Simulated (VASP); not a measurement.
OSZICAR of a VASP run on ZnO (wurtzite):

File OSZICAR:
```
       N       E                     dE             d eps       ncg     rms          rms(c)
DAV:   1     0.258835556557E+03    0.25884E+03   -0.16215E+04  4180   0.199E+03
DAV:   2     0.566707934066E+01   -0.25317E+03   -0.24425E+03  4546   0.395E+02
DAV:   3    -0.206318746896E+02   -0.26299E+02   -0.26095E+02  4960   0.141E+02
DAV:   4    -0.210793548861E+02   -0.44748E+00   -0.44721E+00  4576   0.198E+01
DAV:   5    -0.210825949565E+02   -0.32401E-02   -0.32400E-02  4810   0.160E+00    0.142E+01
RMM:   6    -0.179000348968E+02    0.31826E+01   -0.11713E+01  4181   0.214E+01    0.105E+01
RMM:   7    -0.179301053496E+02   -0.30070E-01   -0.15769E+00  4182   0.118E+01    0.416E+00
RMM:   8    -0.179022916679E+02    0.27814E-01   -0.22391E-01  4180   0.375E+00    0.255E+00
RMM:   9    -0.179023205992E+02   -0.28931E-04   -0.77604E-02  4182   0.299E+00    0.336E-01
RMM:  10    -0.179012325165E+02    0.10881E-02   -0.30356E-02  4215   0.954E-01    0.129E-01
RMM:  11    -0.179018055165E+02   -0.57300E-03   -0.58802E-03  4188   0.743E-01    0.107E-01
RMM:  12    -0.179017746601E+02    0.30856E-04   -0.19123E-03  4236   0.319E-01    0.462E-02
RMM:  13    -0.179018077944E+02   -0.33134E-04   -0.48333E-04  3766   0.106E-01    0.431E-02
RMM:  14    -0.179018098949E+02   -0.21004E-05   -0.69948E-05  2791   0.465E-02
   1 F= -.17901810E+02 E0= -.17901810E+02  d E =-.179018E+02
       N       E                     dE             d eps       ncg     rms          rms(c)
DAV:   1    -0.179019576211E+02   -0.14983E-03   -0.21108E-01  4846   0.366E+00    0.925E-02
RMM:   2    -0.179023760229E+02   -0.41840E-03   -0.43861E-03  4180   0.598E-01    0.573E-02
RMM:   3    -0.179024071186E+02   -0.31096E-04   -0.46985E-04  4120   0.198E-01    0.254E-02
RMM:   4    -0.179024086531E+02   -0.15345E-05   -0.52495E-05  3358   0.691E-02
   2 F= -.17902409E+02 E0= -.17902409E+02  d E =-.598758E-03
```

Question: Which electronic solver shows in the log?

Answer: It is blocked Davidson (ALGO = Normal, or the opening steps of other solvers) and then RMM-DIIS (ALGO = Fast or VeryFast). The INCAR had ALGO = Fast.

Question: Can the final energy be trusted as converged?

Answer: Self-consistency was reached. It stopped with EDIFF = 1E-5, NELM = 100, NSW = 20 and EDIFFG = -0.03 after 2 ionic steps (PBE GGA, plane waves, VASP's PBE PAW potentials (set 64)).

The compound is ZnO in the wurtzite structure. This run relaxes the ions in a fixed cell. Symmetry was kept, so distortions that lower it aren't found.
